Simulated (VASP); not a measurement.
# Na2Sc (P-3m1) in VASP: reference runs

How does Na2Sc come out in PBE? The cell is run as given.

Program: VASP 6.6.1. These are calculated values, not measurements. Logs are shortened: lines on timing, memory, paths and dates and some standing lists are left out, and cuts for length are marked.

**1. The structure**

It takes space group P-3m1 (No. 164, trigonal). Conventional cell: a = 3.373 Å, b = 3.373 Å, c = 5.630 Å, α = 90.00°, β = 90.00°, γ = 120.00°. Na (site symmetry 3m) has 3 Sc at 2.40 Å as nearest neighbours. Sc (site symmetry -3m) is surrounded by 6 Na at 2.40 Å.

The cell was built by a generator and needn't be a form met in nature.

**2. Single point, PBE**

INCAR reads:

```
SYSTEM = Na2Sc
PREC     = Accurate       ! precision mode
ENCUT    = 520            ! plane-wave cutoff, eV
EDIFF    = 1E-7           ! SCF threshold, eV
ISMEAR   = -1             ! smearing method
SIGMA    = 0.05           ! smearing width, eV
LREAL    = .False.        ! projectors in reciprocal space
LASPH    = .True.         ! aspherical terms in the spheres
NELM     = 80             ! most SCF steps
ALGO     = Normal         ! electronic algorithm
ISIF     = 2              ! what is computed and relaxed
LWAVE    = .False.        ! write WAVECAR
LCHARG   = .False.        ! write CHGCAR
GGA      = PE             ! functional
NBANDS   = 20             ! bands
```

KPOINTS reads:

```
Automatic mesh
0
Gamma
  9 9 5
  0 0 0
```

POSCAR reads:

```
Na2Sc
1.0
    3.3730850600      0.0000000000      0.0000000000
   -1.6865425300      2.9211773500      0.0000000000
    0.0000000000      0.0000000000      5.6300470300
Na Sc
2 1
Direct
    0.3333333300      0.6666666700      0.2500000000
    0.6666666700      0.3333333300      0.7500000000
    0.0000000000      0.0000000000      0.0000000000
```

Potentials or basis: VASP PAW PBE potentials, release 64 (Na_pv, Sc_sv).

Started as:

```
> cat potpaw_PBE.64/Na_pv/POTCAR potpaw_PBE.64/Sc_sv/POTCAR > POTCAR
> mpirun -np 1 vasp_std > vasp.out
```

OUTCAR:

```text
SYSTEM = Na2Sc
   PREC = Accurate
   ENCUT = 520
   EDIFF = 1E-7
   ISMEAR = -1
   LREAL = .False.
   LASPH = .True.
   NELM = 80
   ISIF = 2
   GGA = PE

 ion  position               nearest neighbor table
   1  0.333  0.667  0.250-   3 2.40   3 2.40   3 2.40
   2  0.667  0.333  0.750-   3 2.40   3 2.40   3 2.40
   3  0.000  0.000  0.000-   1 2.40   2 2.40   1 2.40   2 2.40   2 2.40   1 2.40

  LATTYP: Found a hexagonal cell.
 ALAT       =     3.3730850600
 C/A-ratio  =     1.6691091182

  Lattice vectors:

 A1 = (   3.3730850600,   0.0000000000,   0.0000000000)
 A2 = (  -1.6865425300,   2.9211773500,   0.0000000000)
 A3 = (   0.0000000000,   0.0000000000,   5.6300470300)

Analysis of symmetry for initial positions (statically):
=====================================================================
 Subroutine PRICEL returns:
 Original cell was already a primitive cell.

 Routine SETGRP: Setting up the symmetry group for a
 hexagonal supercell.

 Subroutine GETGRP returns: Found 12 space group operations
 (whereof 12 operations were pure point group operations)
 out of a pool of 24 trial point group operations.

The static configuration has the point symmetry D_3d.

Analysis of symmetry for dynamics (positions and initial velocities):
=====================================================================
 Subroutine PRICEL returns:
 Original cell was already a primitive cell.

 Routine SETGRP: Setting up the symmetry group for a
 hexagonal supercell.

 Subroutine GETGRP returns: Found 12 space group operations
 (whereof 12 operations were pure point group operations)
 out of a pool of 24 trial point group operations.

The dynamic configuration has the point symmetry D_3d.

 Subroutine INISYM returns: Found 12 space group operations
 (whereof 12 operations are pure point group operations),
 and found     1 'primitive' translations

----------------------------------------------------------------------------------------

                                     Primitive cell

  volume of cell :      55.4750

  direct lattice vectors                    reciprocal lattice vectors
     3.373085060  0.000000000  0.000000000     0.296464507  0.171163863  0.000000000
    -1.686542530  2.921177350  0.000000000     0.000000000  0.342327726  0.000000000
     0.000000000  0.000000000  5.630047030     0.000000000  0.000000000  0.177618410

  length of vectors
     3.373085060  3.373085059  5.630047030     0.342327726  0.342327726  0.177618410

  position of ions in fractional coordinates (direct lattice)
     0.333333330  0.666666670  0.250000000
     0.666666670  0.333333330  0.750000000
     0.000000000  0.000000000  0.000000000

  ion indices of the primitive-cell ions
   primitive index   ion index
                 1           1
                 2           2
                 3           3

----------------------------------------------------------------------------------------

 KPOINTS: Automatic mesh

Automatic generation of k-mesh.
 Grid dimensions read from file:
 generate k-points for:    9    9    5

 Generating k-lattice:

  Cartesian coordinates                     Fractional coordinates (reciprocal lattice)
     0.032940501  0.019018207  0.000000000     0.111111111 -0.000000000  0.000000000
     0.000000000  0.038036414  0.000000000     0.000000000  0.111111111  0.000000000
     0.000000000  0.000000000  0.035523682     0.000000000  0.000000000  0.200000000

  Length of vectors
     0.038036414  0.038036414  0.035523682

  Shift w.r.t. Gamma in fractional coordinates (k-lattice)
     0.000000000  0.000000000  0.000000000

 Subroutine IBZKPT returns following result:
 ===========================================

 Found     50 irreducible k-points:

 Following reciprocal coordinates:
            Coordinates               Weight
  0.000000  0.000000  0.000000      1.000000
  0.111111 -0.000000  0.000000      6.000000
  0.222222 -0.000000  0.000000      6.000000
  0.333333  0.000000  0.000000      6.000000
  0.444444 -0.000000  0.000000      6.000000
  0.111111  0.111111  0.000000      6.000000
[... 16 lines left out ...]
  0.222222  0.111111  0.200000     12.000000
 -0.111111  0.333333  0.200000     12.000000
 [... further k-points ...]
   k-points           NKPTS =     50   k-points in BZ     NKDIM =     50   number of bands    NBANDS=     20
   number of dos      NEDOS =    301   number of ions     NIONS =      3
   total plane-waves  NPLWV =  32928
   dimension x,y,z NGX =    28 NGY =   28 NGZ =   42
   dimension x,y,z NGXF=    56 NGYF=   56 NGZF=   84
   ions per type =               2   1
   NGX,Y,Z   is equivalent  to a cutoff of  13.80, 13.80, 12.40 a.u.
   NGXF,Y,Z  is equivalent  to a cutoff of  27.60, 27.60, 24.80 a.u.
 SYSTEM =  Na2Sc
   PREC   = accura    normal or accurate (medium, high low for compatibility)
   ISTART =      0    job   : 0-new  1-cont  2-samecut
   ICHARG =      2    charge: 1-file 2-atom 10-const
   ISPIN  =      1    spin polarized calculation?
   LNONCOLLINEAR =      F non collinear calculations
   LSORBIT =      F    spin-orbit coupling
   LASPH  =      T    aspherical Exc in radial PAW
   ENCUT  =  520.0 eV  38.22 Ry    6.18 a.u.   6.27  6.27 10.47*2*pi/ulx,y,z
   NELM   =     80;   NELMIN=  2; NELMDL= -5     # of ELM steps
   EDIFF  = 0.1E-06   stopping-criterion for ELM
   LREAL  =      F    real-space projection
   EDIFFG = 0.1E-05   stopping-criterion for IOM
   NSW    =      0    number of steps for IOM
   IBRION =     -1    ionic relax: 0-MD 1-quasi-New 2-CG
   NFREE  =      0    steps in history (QN), initial steepest desc. (CG)
   ISIF   =      2    stress and relaxation
   ISYM   =      2    0-nonsym 1-usesym 2-fastsym
   POTIM  = 0.5000    time-step for ionic-motion
   TEBEG  =    0.0;   TEEND  =   0.0 temperature during run
   PSTRESS=    0.0 pullay stress
   NELECT =      25.0000    total number of electrons
   NUPDOWN=      -1.0000    fix difference up-down
   EMIN   =  10.00;   EMAX   =-10.00  energy-range for DOS
   EFERMI =   0.00;   METHOD = LEGACY
   ISMEAR =    -1;   SIGMA  =   0.05  broadening in eV -4-tet -1-fermi 0-gaus
   EFERMI_NEDOS =   21; number of points for ismear=-14 and -15
   IALGO  =     38    algorithm
   IMIX   =      4    mixing-type and parameters
     AMIX     =   0.40;   BMIX     =  1.00
     AMIX_MAG =   1.60;   BMIX_MAG =  1.00
  volume/ion in A,a.u.               =      18.49       124.79
  Fermi-wavevector in a.u.,A,eV,Ry     =   1.255131  2.371854 21.433993  1.575354
  Thomas-Fermi vector in A             =   2.388903
   LORBIT       =      0    0 simple, 1 ext, 2 COOP (PROOUT), +10 PAW based schemes
   GGA     = PE    functional components
   LHFCALC =     F    Hartree Fock is set to
   AEXX    =    0.0000 exact exchange contribution
   IVDW    =     0    specifies the selected vdW correction
   LEPSILON=     F    determine dielectric tensor
   LRPA    =     F    only Hartree local field effects (RPA)
 non-spin polarized calculation
  energy-cutoff  :      520.00
  volume of cell :       55.47
 maximum number of plane-waves:      1521
 NGX is ok and might be reduce to    28
   NGX = 13   NGY = 13   NGZ = 21

 number of electron      24.9999993 magnetization

 Free energy of the ion-electron system (eV)
  ---------------------------------------------------
  ext. energy  EPLUGINS =         0.00000000
  ---------------------------------------------------
  free energy    TOTEN  =        -2.90856190 eV

  energy without entropy =       -2.87782045  energy(sigma->0) =       -2.89319118

 E-fermi :   3.8637     XC(G=0):  -9.3699

 val. band max:        3.8618219923   @ k =   0.0000   0.1111   0.2000
 cond. band min:       3.8677276352   @ k =   0.0000   0.0000   0.2000
 fundamental gap:      0.0059056429
 Fermi energy:         3.8636867486

 k-point     1 :       0.0000    0.0000    0.0000
  band No.  band energies     occupation
      1     -45.7066      2.00000
      2     -24.6785      2.00000
      3     -24.3117      2.00000
      4     -24.3117      2.00000
      5     -21.4135      2.00000
      6     -21.3690      2.00000
[... 12 lines left out ...]
     19      15.1241      0.00000
     20      15.2443      0.00000

 k-point     2 :       0.1111   -0.0000    0.0000
  band No.  band energies     occupation
      1     -45.7035      2.00000
      2     -24.6814      2.00000
      3     -24.3494      2.00000
      4     -24.3231      2.00000
      5     -21.4022      2.00000
      6     -21.3698      2.00000
[... 12 lines left out ...]
     19      13.3975      0.00000
     20      14.5736      0.00000

 k-point     3 :       0.2222   -0.0000    0.0000
  band No.  band energies     occupation
      1     -45.6956      2.00000
      2     -24.6892      2.00000
      3     -24.4429      2.00000
      4     -24.3517      2.00000
      5     -21.3904      2.00000
      6     -21.3752      2.00000
[... 12 lines left out ...]
     19      10.9744      0.00000
     20      13.6469      0.00000

 k-point     4 :       0.3333    0.0000    0.0000
  band No.  band energies     occupation
      1     -45.6866      2.00000
      2     -24.6994      2.00000
      3     -24.5448      2.00000
      4     -24.3838      2.00000
      5     -21.4126      2.00000
      6     -21.3727      2.00000
[... 12 lines left out ...]
     19       9.0138      0.00000
     20      12.4336      0.00000

 k-point     5 :       0.4444   -0.0000    0.0000
  band No.  band energies     occupation
      1     -45.6807      2.00000
      2     -24.7088      2.00000
      3     -24.6069      2.00000
      4     -24.4046      2.00000
      5     -21.4360      2.00000
      6     -21.3723      2.00000
[... 12 lines left out ...]
     19       8.2651      0.00000
     20      10.5415      0.00000
[... 353 lines left out ...]
      6     -21.3763      2.00000
[... 12 lines left out ...]
     19       8.8173      0.00000
     20      10.7551      0.00000

 k-point    22 :       0.1111    0.1111    0.2000
  band No.  band energies     occupation
      1     -45.6980      2.00000
      2     -24.6867      2.00000
      3     -24.4120      2.00000
      4     -24.3461      2.00000
      5     -21.3904      2.00000
      6     -21.3754      2.00000
[... 12 lines left out ...]
     19      12.1134      0.00000
     20      12.9058      0.00000

 k-point    23 :       0.2222    0.1111    0.2000
  band No.  band energies     occupation
      1     -45.6895      2.00000
      2     -24.6952      2.00000
      3     -24.5033      2.00000
      4     -24.3837      2.00000
      5     -21.3994      2.00000
      6     -21.3753      2.00000
[... 12 lines left out ...]
     19      10.3452      0.00000
     20      11.7489      0.00000

 k-point    24 :      -0.1111    0.3333    0.2000
  band No.  band energies     occupation
      1     -45.6895      2.00000
      2     -24.6950      2.00000
      3     -24.5030      2.00000
      4     -24.3836      2.00000
      5     -21.4045      2.00000
      6     -21.3901      2.00000
[... 12 lines left out ...]
     19      10.1630      0.00000
     20      11.3636      0.00000

 [... further k-points ...]
[... 5 lines left out ...]
  --------------------------------------------------------------------------------------
  -------------------------------------------------------------------------------------
  Total        9.8737061      9.8737061     10.8436472      0.0000000      0.0000000      0.0000000
  in kB      285.1632384    285.1632381    313.1761784      0.0000000      0.0000000      0.0000000
  external PRESSURE =     294.5008850 kB  Pullay stress =       0.0000000 kB

 VOLUME and BASIS-vectors are now :
 -----------------------------------------------------------------------------
  energy-cutoff  :      520.00
  volume of cell :       55.47
      direct lattice vectors                 reciprocal lattice vectors
     3.373085060  0.000000000  0.000000000     0.296464507  0.171163863  0.000000000
    -1.686542530  2.921177350  0.000000000     0.000000000  0.342327726  0.000000000
     0.000000000  0.000000000  5.630047030     0.000000000  0.000000000  0.177618410

 POSITION                                       TOTAL-FORCE (eV/Angst)
 -----------------------------------------------------------------------------------
     -0.00000      1.94745      1.40751         0.000000      0.000000      3.977599
      1.68654      0.97373      4.22254        -0.000000     -0.000000     -3.977599
      0.00000      0.00000      0.00000         0.000000      0.000000      0.000000
 -----------------------------------------------------------------------------------
    total drift:                                0.000000      0.000000      0.000000

  FREE ENERGIE OF THE ION-ELECTRON SYSTEM (eV)
  ---------------------------------------------------
  free  energy   TOTEN  =        -2.9085619019 eV

  energy  without entropy=       -2.8778204503  energy(sigma->0) =       -2.89319118
```

It took 32 s on 1 thread of Intel Xeon Platinum 8488C (Sapphire Rapids), shared host; peak memory 0.2 GiB.

What came out:

```
Free energy            : -2.9086 eV
Pressure               : 29.5 GPa
Largest force          : 3.978 eV/Å
Band gap on the k mesh : none (metal or under the smearing width)
```

Forces on the atoms (eV/Å):
```
Na   0.000  0.000  3.978
Na   0.000  0.000 -3.978
Sc   0.000  0.000  0.000
```

Levels at points of the mesh, in eV from the Fermi level:
```
           k point  band 10  band 11  band 12  band 13  band 14  band 15  band 16  band 17
(0.00, 0.00, 0.00)   -25.14    -4.86    -1.64     0.23     0.88     0.88     1.92     1.92
```

Caveat: a pressure of tens of GPa on the cell as given is suspect, and the run, the potentials or the cell itself is likely at fault; forces of over 1 eV/Å show positions far from the minimum, so gaps and moduli don't describe the material at rest.
